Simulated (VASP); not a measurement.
Given:

```
CELL_PARAMETERS angstrom
      0.00000     2.74679     2.74679
      2.74679     0.00000     2.74679
      2.74679     2.74679     0.00000
ATOMIC_POSITIONS crystal
  Si 0.00000 0.00000 0.00000
  Si 0.25000 0.25000 0.25000
```

Computed with r2SCAN meta-GGA, VASP's PBE PAW potentials (set 64) (plane waves; VASP). Numerical set-up: 520 eV cut-off, 8×8×8 Γ-centred mesh, Gaussian smearing of 0.050 eV, potentials Si.

### Question
What does the run give for the energy per atom (σ→0), pressure?

### Answer

| Quantity | Result |
|---|---|
| energy per atom (σ→0) | -8.768 eV/atom |
| pressure | -2.70 GPa |

The absolute energy has meaning only against runs of the same code, potentials and settings.

The compound is Si in the diamond structure. This cell is one point of a volume scan, at 1.03 of the reference volume.
